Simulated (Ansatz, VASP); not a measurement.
# Cross-check of Ga2O3 (partly crystallised Ga2O3) between VASP and Ansatz

One calculation is typed for both programs; each brings its own data sets. How far apart do they land? Of the first pair: The structure shown is the start of the Ansatz relaxation below; VASP solves that cell, so the two are compared at the walk's first step.

Calculated with Ansatz 0.2.0; plane waves, with VASP 6.6.1 beside it; PBE.

### Step 1. The structure

The cell holds 95 atoms: 38 Ga and 57 O. Cell: a = 10.383 Å, b = 9.897 Å, c = 10.055 Å, α = 90.7°, β = 85.4°, γ = 94.1°. As first built, before any earlier steps moved the atoms or strained the cell (in the runner's words): 95 atoms (38 Fe, 57 O) placed at random at 4.44 g/cm^3, melted at 5000 K for 10 ps at fixed volume with the Morse and Coulomb pair potential with partial charges (Pedone, Malavasi, Menziani, Cormack and Segre, J. Phys. Chem. B 110, 11780 (2006)). Quenched from 5000 K to 300 K at 50 K/ps and fixed volume, held 5 ps, then minimised at fixed cell. Then Fe was replaced by Ga and the cell scaled by 1.003 (the potential has no terms for the new elements, so the cell is a start for a DFT relaxation).

### Step 2. Ansatz: relaxation, PBE

Ansatz runs on its default PAW (the set named soft_2) files.

The two programs are compared at the cell with which this relaxation starts, whose forces are those of its first step.

input.yaml reads:

```yaml
crystal:
  lattice:
    - [10.36887, -0.36013, 0.40984]
    - [-0.36013, 9.89006, -0.05183]
    - [0.40984, -0.05183, 10.04632]
  atoms:
    - { symbol: Ga, position: [0.86393, 0.15001, 0.8491] }
    - { symbol: Ga, position: [0.06515, 0.98086, 0.77046] }
    - { symbol: Ga, position: [0.71725, 0.31294, 0.12039] }
    - { symbol: Ga, position: [0.91818, 0.96377, 0.23967] }
    - { symbol: Ga, position: [0.57816, 0.79128, 0.78449] }
    - { symbol: Ga, position: [0.19396, 0.21705, 0.28977] }
    - { symbol: Ga, position: [0.18024, 0.01424, 0.03815] }
    - { symbol: Ga, position: [0.462, 0.29238, 0.9306] }
    - { symbol: Ga, position: [0.37862, 0.62574, 0.41776] }
    - { symbol: Ga, position: [0.39056, 0.00035, 0.28208] }
    - { symbol: Ga, position: [0.11289, 0.23846, 0.57286] }
    - { symbol: Ga, position: [0.97083, 0.70322, 0.69517] }
    - { symbol: Ga, position: [0.81375, 0.31058, 0.401] }
    - { symbol: Ga, position: [0.14995, 0.75694, 0.23287] }
    - { symbol: Ga, position: [0.724, 0.6249, 0.51825] }
    - { symbol: Ga, position: [0.34974, 0.06209, 0.76967] }
    - { symbol: Ga, position: [0.17223, 0.27214, 0.85025] }
    - { symbol: Ga, position: [0.82616, 0.82121, 0.97286] }
    - { symbol: Ga, position: [0.66492, 0.08642, 0.34043] }
    - { symbol: Ga, position: [0.08994, 0.4949, 0.40432] }
    - { symbol: Ga, position: [0.23768, 0.48809, 0.12867] }
    - { symbol: Ga, position: [0.71129, 0.53424, 0.88662] }
    - { symbol: Ga, position: [0.40146, 0.79406, 0.01801] }
    - { symbol: Ga, position: [0.18644, 0.49528, 0.66238] }
    - { symbol: Ga, position: [0.62953, 0.24336, 0.65178] }
    - { symbol: Ga, position: [0.47462, 0.30524, 0.39112] }
    - { symbol: Ga, position: [0.52547, 0.91181, 0.53031] }
    - { symbol: Ga, position: [0.81567, 0.93899, 0.56252] }
    - { symbol: Ga, position: [0.86161, 0.59713, 0.21857] }
    - { symbol: Ga, position: [0.11417, 0.9345, 0.47061] }
[... 59 atom lines left out ...]
    - { symbol: O, position: [0.39404, 0.42836, 0.06719] }
    - { symbol: O, position: [0.29964, 0.18275, 0.9399] }
    - { symbol: O, position: [0.40558, 0.70458, 0.84874] }
    - { symbol: O, position: [0.91027, 0.63215, 0.04017] }
    - { symbol: O, position: [0.48429, 0.06291, 0.43277] }
    - { symbol: O, position: [0.36738, 0.19839, 0.27555] }
kpoints:
  mp_grid: { grid: [1, 1, 1] }
hamiltonian:
  xc: pbe
scf:
  occupations: { method: fixed }
output:
  forces: true
  eigenvalues: true
  stress: true
relax:
  f_tol: 0.05
  max_steps: 70
```

The run is started by

```bash
> ansatz run input.yaml --threads 4 --pin off --max-ram 12288MiB --backend cpu --events-out ev --progress --plain --runs-dir out
```

Numbers of over 12 decimals in the logs are rounded to 6 here.

Log:

```text
Warning: output.stress: scf.convergence.dr2_threshold = 1e-7 eV (the SCF's general default) is looser than the 9.5e-9 eV advised for a printed stress (1e-10 eV for each atom of the cell: 95). What an SCF threshold leaves in a stress goes as its square root, and in the free energy as the threshold itself, and one threshold admits the most on a small cell: [figures from the program's tests cut] Every solve of this run  [...]
Engine: ansatz 0.2.0, x86_64-unknown-linux-gnu
Pseudopotentials: kind: paw
Pseudopotential: Ga, paw, valence charge 13, recommended cutoff 420 eV (normal), Ga.paw.azcp
Pseudopotential: O, paw, valence charge 6, recommended cutoff 420 eV (normal), O.paw.azcp
Functional definition: PBE
  parameter kappa = 0.804
  parameter beta = 0.066725
  exchange = pbe_x(kappa = kappa, mu = beta*pi^2/3)
  correlation = pbe_c(beta = beta)
Crystal: 95 atoms, lattice volume = 1027.261 Å³
Basis set: ecut = 420 eV, 20097 PW (Γ), exchange–correlation on 144×144×144 points (8 copies of the dense FFT grid, shifted against one another)
Bands: 513, of which v1, the nominal top of the filled ones, is band 418 counted from 1 (417 counted from 0)
Symmetry: 1 space group operations
Space group: P1 (ITA 1), of the structure as read, at distance tolerance 1.0e-4 Å
k-points: 1
Non-local potential: Ga, projectors of the file, l = 0: 2, l = 1: 2, l = 2: 3, l = 3: 1
Non-local potential: O, projectors of the file, l = 0: 2, l = 1: 2, l = 2: 1
PAW form: soft (Blöchl's): semilocal exchange-correlation on the pseudo side does not see the compensation charge
PAW one-centre angular grid: Ga, 590 points (default); XC on 64 Gauss nodes
PAW one-centre angular grid: O, 110 points (default); XC on 64 Gauss nodes
Initial density: superposition of atomic densities (neutral atoms: chi_scale 0, normalization atom), corrected by the library's trained network
Initial wavefunctions: pseudopotential atomic-orbital guess
Functional: x = pbe(κ = 0.804, μ = 0.219515), c = pbe(β = 0.066725)
SCF iter   1: F=—  HF=-176120.669900 eV  |F-HF|=—  |Δ(HF+E_count)|=         —  Δρ=2.16e-3  dr2=6.26e-2  ethr=1.77e-3  ⟨swp⟩=5.0  Hψ=1535  notcnv=0  defer=91
preconditioner: auto → Resta (q_TF=auto, 2.636 Å⁻¹)  ε∞=4.7  [insulator: Δε(μ)=1.947 eV  Ē_g=17.485 eV  n_scr=318 (ndim 8)  ℏωp=33.5 eV  f_vac=0.051  ε∞_Penn≈4.7]
SCF iter   2: F=—  HF=-176120.665368 eV  |F-HF|=—  |Δ(HF+E_count)|=   4.53e-3  Δρ=1.13e-3  dr2=1.48e-2  ethr=7.49e-6  ⟨swp⟩=2.0  Hψ=1010  notcnv=0  defer=93
SCF iter   3: F=—  HF=-176120.667914 eV  |F-HF|=—  |Δ(HF+E_count)|=   2.55e-3  Δρ=4.58e-4  dr2=3.80e-3  ethr=1.77e-6  ⟨swp⟩=2.0  Hψ=598  notcnv=0  defer=93
SCF iter   4: F=—  HF=-176120.667649 eV  |F-HF|=—  |Δ(HF+E_count)|=   2.65e-4  Δρ=1.57e-4  dr2=2.49e-4  ethr=4.55e-7  ⟨swp⟩=2.0  Hψ=598  notcnv=0  defer=93
SCF iter   5: F=—  HF=-176120.667697 eV  |F-HF|=—  |Δ(HF+E_count)|=   4.81e-5  Δρ=1.02e-4  dr2=8.84e-5  ethr=2.97e-8  ⟨swp⟩=2.0  Hψ=832  notcnv=0  defer=93
SCF iter   6: F=-176120.667699 eV  HF=-176120.667698 eV  |F-HF|=1.53e-6  |Δ(HF+E_count)|=   3.36e-7  Δρ=2.26e-5  dr2=5.00e-6  ethr=7.48e-9  ⟨swp⟩=11.0  Hψ=2324  notcnv=0
SCF 1 converged in 6 iterations: F = -176120.667699 eV  dr2 = 5.00e-6
  greatest PAW one-centre occupation: 0.998 electrons in one spin orbital (limit 2), on the Ga atom at site 18 (counted from 0), in its partial waves of l = 2
relax step   1: F+E_penalty+E_count = -176120.66769913 eV  Δ(F+E_penalty+E_count) = +0.000e0 eV  max|allowed force component| = 3.136e-1 eV/Å  Δτ_max = 0.0000 Å  (6 SCF iters, dr2 threshold 6.25e-5 eV, accepted)
Initial density: handed on by an earlier stage of this run
Initial wavefunctions: those handed on with the density
iter 1 solved again at ethr=4.12e-6 eV; its pass at ethr=3.10e-3 eV (dr2=3.45e-2 eV) is discarded
SCF iter   1: F=—  HF=-176120.762199 eV  |F-HF|=—  |Δ(HF+E_count)|=         —  Δρ=3.21e-3  dr2=3.55e-2  ethr=4.12e-6  ⟨swp⟩=2.0  Hψ=1248  notcnv=0  defer=91
preconditioner: auto → Resta (q_TF=auto, 2.636 Å⁻¹)  ε∞=4.7  [insulator: Δε(μ)=1.909 eV  Ē_g=17.449 eV  n_scr=318 (ndim 8)  ℏωp=33.5 eV  f_vac=0.051  ε∞_Penn≈4.7]
[...]
--- Relaxed structure (6 steps of the walk, 6 accepted, 0 SCFs on fresh bases) ---
  F+E_penalty+E_count = -176120.88530807 eV   max|allowed force component| = 1.548e-2 eV/Å
  atoms:
    - { symbol: Ga, position: [0.867805, 0.155279, 0.851770] }
    - { symbol: Ga, position: [0.072856, 0.980239, 0.773238] }
    - { symbol: Ga, position: [0.719277, 0.313483, 0.121330] }
    - { symbol: Ga, position: [0.924269, 0.971656, 0.232950] }
    - { symbol: Ga, position: [0.578891, 0.794456, 0.781849] }
    - { symbol: Ga, position: [0.192214, 0.221857, 0.304818] }
    - { symbol: Ga, position: [0.181158, 0.018662, 0.040276] }
    - { symbol: Ga, position: [0.460952, 0.294984, 0.932621] }
    - { symbol: Ga, position: [0.378993, 0.627291, 0.415647] }
    - { symbol: Ga, position: [0.388480, 0.000165064, 0.282238] }
    - { symbol: Ga, position: [0.089426, 0.218794, 0.581953] }
    - { symbol: Ga, position: [0.972266, 0.703196, 0.693811] }
    - { symbol: Ga, position: [0.807526, 0.314813, 0.401307] }
    - { symbol: Ga, position: [0.149983, 0.756882, 0.228261] }
    - { symbol: Ga, position: [0.725367, 0.632044, 0.515227] }
    - { symbol: Ga, position: [0.353638, 0.054633, 0.775884] }
    - { symbol: Ga, position: [0.174445, 0.269878, 0.854033] }
    - { symbol: Ga, position: [0.828213, 0.823826, 0.971981] }
    - { symbol: Ga, position: [0.663974, 0.087797, 0.337416] }
    - { symbol: Ga, position: [0.088523, 0.493071, 0.402823] }
    - { symbol: Ga, position: [0.239017, 0.487068, 0.128702] }
    - { symbol: Ga, position: [0.712211, 0.537070, 0.888670] }
    - { symbol: Ga, position: [0.395595, 0.789724, 0.015148] }
    - { symbol: Ga, position: [0.186024, 0.483729, 0.658719] }
[...]
- { symbol: Ga, position: [0.520286, 0.529799, 0.158038] }
    - { symbol: Ga, position: [0.278565, 0.763497, 0.735330] }
    - { symbol: Ga, position: [0.066698, 0.592825, 0.958161] }
    - { symbol: Ga, position: [0.607055, 0.035211, 0.013125] }
    - { symbol: Ga, position: [0.990789, 0.287799, 0.122556] }
    - { symbol: Ga, position: [0.894892, 0.409570, 0.654055] }
    - { symbol: Ga, position: [0.461492, 0.497252, 0.694534] }
    - { symbol: Ga, position: [0.631850, 0.801907, 0.260993] }
    - { symbol: O, position: [0.961626, 0.829702, 0.841400] }
    - { symbol: O, position: [0.797386, 0.840595, 0.157837] }
    - { symbol: O, position: [0.039831, 0.117338, 0.913023] }
    - { symbol: O, position: [0.051088, 0.338144, 0.731451] }
    - { symbol: O, position: [0.501554, 0.170021, 0.780504] }
    - { symbol: O, position: [0.211454, 0.664804, 0.063159] }
    - { symbol: O, position: [0.638493, 0.280082, 0.300497] }
    - { symbol: O, position: [0.698176, 0.916287, 0.408791] }
    - { symbol: O, position: [0.157938, 0.110501, 0.448910] }
    - { symbol: O, position: [0.385134, 0.907423, 0.656219] }
    - { symbol: O, position: [0.302003, 0.410265, 0.774543] }
    - { symbol: O, position: [0.211813, 0.375977, 0.493215] }
    - { symbol: O, position: [0.206602, 0.132899, 0.704385] }
    - { symbol: O, position: [0.322898, 0.936843, 0.116238] }
    - { symbol: O, position: [0.649548, 0.934146, 0.663878] }
    - { symbol: O, position: [0.581734, 0.648174, 0.639206] }
    - { symbol: O, position: [0.725847, 0.164180, 0.507667] }
    - { symbol: O, position: [0.242059, 0.869144, 0.351688] }
    - { symbol: O, position: [0.771564, 0.00676003, 0.937348] }
    - { symbol: O, position: [0.778083, 0.274577, 0.748841] }
    - { symbol: O, position: [0.712804, 0.641092, 0.326609] }
    - { symbol: O, position: [0.470520, 0.484792, 0.335622] }
    - { symbol: O, position: [0.122009, 0.378728, 0.247567] }
    - { symbol: O, position: [0.504660, 0.712662, 0.137092] }
[...]
- { symbol: O, position: [0.861445, 0.280940, 0.00212661] }
    - { symbol: O, position: [0.571461, 0.983980, 0.196641] }
    - { symbol: O, position: [0.396381, 0.428961, 0.066806] }
    - { symbol: O, position: [0.298396, 0.179520, 0.949885] }
    - { symbol: O, position: [0.407552, 0.698000, 0.844744] }
    - { symbol: O, position: [0.910701, 0.634393, 0.036807] }
    - { symbol: O, position: [0.483059, 0.067626, 0.433388] }
    - { symbol: O, position: [0.366053, 0.200117, 0.272263] }
```

### Step 3. VASP: single point, PBE, start cell, pair 1

The same cell, functional and mesh now go to VASP, with its own data sets.

Lines of VASP's logs that name or quote its potential files are left out, and so is its time.

INCAR reads:

```
SYSTEM = Ga2O3
PREC = Accurate
ENCUT = 520
EDIFF = 1E-06
NELM = 120
ISMEAR = 0
SIGMA = 0.01
LREAL = Auto
ALGO = Normal
GGA = PE
NBANDS = 488
LORBIT = 11
LWAVE = .FALSE.
LCHARG = .FALSE.
ISIF = 2
LASPH = .TRUE.
GGA_COMPAT = .FALSE.
EFERMI = MIDGAP
NCORE = 2
```

POSCAR reads:

```
Ga2O3
1.0
   10.3688700000     -0.3601300000      0.4098400000
   -0.3601300000      9.8900600000     -0.0518300000
    0.4098400000     -0.0518300000     10.0463200000
Ga O
38 57
Direct
    0.8639350551      0.1500130058      0.8490969859
    0.0651537755      0.9808633130      0.7704647595
    0.7172489122      0.3129447742      0.1203886232
    0.9181767951      0.9637742682      0.2396745119
    0.5781580960      0.7912765246      0.7844921870
    0.1939561887      0.2170531231      0.2897736543
    0.1802405762      0.0142352380      0.0381500902
    0.4619978833      0.2923756087      0.9306003208
    0.3786172015      0.6257397791      0.4177608934
    0.3905555042      0.0003509476      0.2820787036
    0.1128855791      0.2384560465      0.5728559464
    0.9708331366      0.7032168256      0.6951661380
    0.8137533061      0.3105785892      0.4010014247
    0.1499543825      0.7569390543      0.2328688363
    0.7239985795      0.6248995757      0.5182459813
    0.3497407776      0.0620870139      0.7696728961
    0.1722307631      0.2721413318      0.8502534290
    0.8261581289      0.8212131880      0.9728607920
    0.6649230653      0.0864204284      0.3404298392
    0.0899444107      0.4948956202      0.4043159707
    0.2376769571      0.4880924600      0.1286728183
    0.7112852927      0.5342443555      0.8866208443
    0.4014598002      0.7940610181      0.0180087732
    0.1864424203      0.4952825916      0.6623777597
    0.6295302046      0.2433650104      0.6517816424
    0.4746156791      0.3052352592      0.3911187234
    0.5254695280      0.9118067531      0.5303136385
    0.8156738333      0.9389937082      0.5625216278
    0.8616140974      0.5971269712      0.2185701002
    0.1141654209      0.9345045786      0.4706146944
[... 59 atom lines left out ...]
    0.3940378819      0.4283580994      0.0671897087
    0.2996377019      0.1827515414      0.9399032180
    0.4055788119      0.7045812868      0.8487382472
    0.9102719251      0.6321496972      0.0401737624
    0.4842944739      0.0629055435      0.4327731097
    0.3673801129      0.1983897073      0.2755452218
```

KPOINTS reads:

```
Automatic mesh
0
Gamma
1 1 1
0 0 0
```

PAW data sets: Ga_d and O (PBE family, release 64).

The run is started by

```bash
> mpirun -np 8 vasp_gam
```

Log:

```text
[banner, memory and clock lines left out]
running    8 mpi-ranks, on    1 nodes
[...]
LDA part: xc-table for (Slater+PW92), standard interpolation
 POSCAR, INCAR and KPOINTS ok, starting setup
[...]
entering main loop
       N       E                     dE             d eps       ncg     rms          rms(c)
DAV:   1     0.244713229078E+05    0.24471E+05   -0.28968E+05   992   0.365E+03
DAV:   2     0.588263112193E+04   -0.18589E+05   -0.17613E+05   976   0.107E+03
DAV:   3     0.288406637706E+03   -0.55942E+04   -0.53010E+04  1208   0.397E+02
DAV:   4    -0.547607353243E+03   -0.83601E+03   -0.81331E+03  1064   0.159E+02
[...]
DAV:  20    -0.556306500861E+03    0.19730E-05   -0.13574E-05  1352   0.580E-02    0.342E-03
DAV:  21    -0.556306501765E+03   -0.90347E-06   -0.11766E-05   936   0.158E-02    0.310E-03
DAV:  22    -0.556306501602E+03    0.16288E-06   -0.16478E-06   616   0.107E-02
   1 F= -.55630650E+03 E0= -.55630650E+03  d E =0.000000E+00
```

Parts of OUTCAR (step 3):

```text
  Total       41.2613549     39.6317556     41.9097848     -0.0329494      0.7175123     -0.8207652
  in kB       64.3536747     61.8120542     65.3650046     -0.0513898      1.1190751     -1.2801144
  external PRESSURE =      63.8435778 kB  Pullay stress =       0.0000000 kB

 POSITION                                       TOTAL-FORCE (eV/Angst)
 -----------------------------------------------------------------------------------
      9.25200      1.12850      8.87660        -0.018682      0.076375     -0.084092
      0.63810      9.63740      7.71620         0.081836      0.008912     -0.008607
[...]
6.31710      0.11710      0.42480        -0.014457      0.040910      0.013977
     10.22150      2.51440      1.56690         0.026200     -0.079837      0.094672
      9.41980      3.67680      6.92220         0.031363     -0.050641      0.013800
      4.88830      4.66710      7.12070        -0.071408      0.082195     -0.032513
      6.38550      7.66350      2.88730        -0.049901     -0.056019     -0.130296
     10.02400      7.77510      8.84770         0.079997      0.001596      0.080016
      8.01600      7.98490      1.88020        -0.012412     -0.046164      0.039823
      0.72150      1.14610      9.08150        -0.012300     -0.006129      0.281071
      0.74570      3.32740      7.30430        -0.200468      0.021554      0.225220
      5.46200      1.46050      7.98810         0.095659     -0.077128      0.015345
      1.94860      6.49640      0.73160         0.147956      0.210698     -0.177592
[...]
-----------------------------------------------------------------------------------
    total drift:                                0.022150      0.012119      0.021148

  FREE ENERGIE OF THE ION-ELECTRON SYSTEM (eV)
  ---------------------------------------------------
  free  energy   TOTEN  =      -556.3065016020 eV

  energy  without entropy=     -556.3065016020  energy(sigma->0) =     -556.30650160

[... 3 further parts left out ...]
[key lines of the parts left out:]
E-fermi :   4.6702
```

The run ends at a pressure of 6.38 GPa, with forces up to 0.43 eV/Å.

### Step 4. Differences

Known differences besides the potentials themselves: fixed occupations in Ansatz, narrow Gaussian smearing in VASP; the cutoff is 420 eV in Ansatz and 520 eV in VASP (PREC = Accurate, projectors in real space). Total energies have different zeros and are not compared.

Forces on 8 of the 95 atoms, those with the largest forces and the largest differences (eV/Å; atoms numbered as in POSCAR):

```
atom          Ansatz x, y, z            VASP x, y, z
Ga11   -0.125, -0.095, 0.101   -0.135, -0.161, 0.085
 O42    -0.159, 0.025, 0.189    -0.200, 0.022, 0.225
 O44    0.112, 0.174, -0.149    0.148, 0.211, -0.178
 O50   0.314, -0.018, -0.166   0.378, -0.023, -0.209
 O53     0.101, 0.190, 0.140     0.114, 0.216, 0.160
 O87    0.075, 0.205, -0.105    0.096, 0.259, -0.128
 O92  -0.015, -0.283, -0.029  -0.023, -0.351, -0.037
 O94    -0.091, 0.243, 0.165    -0.117, 0.298, 0.190
```

The forces differ by 19 meV/Å r.m.s., which is 17.8 % of the r.m.s. force of 0.104 eV/Å (both taken over all components).

### Step 5. Ansatz: relaxation, PBE

This run makes the geometry at which the two programs are then compared.

The structure compared here is the end of the Ansatz relaxation.

This is the run of step 2 again, met here at its other cell.

(Continued in part 2 of 2.)

[Lines on the potential files, build, host, timing and source positions are cut from VASP's logs without a mark.]

[Logs are printed without paths, hosts, clocks, repeated set-up lines and the standing remarks that a program may print on its own settings, such as how far it seeks lower states.]

[Hosts, paths, dates, database ids (printed as entryN), source tags and the programs' standing remarks are cut or masked in the printed files.]
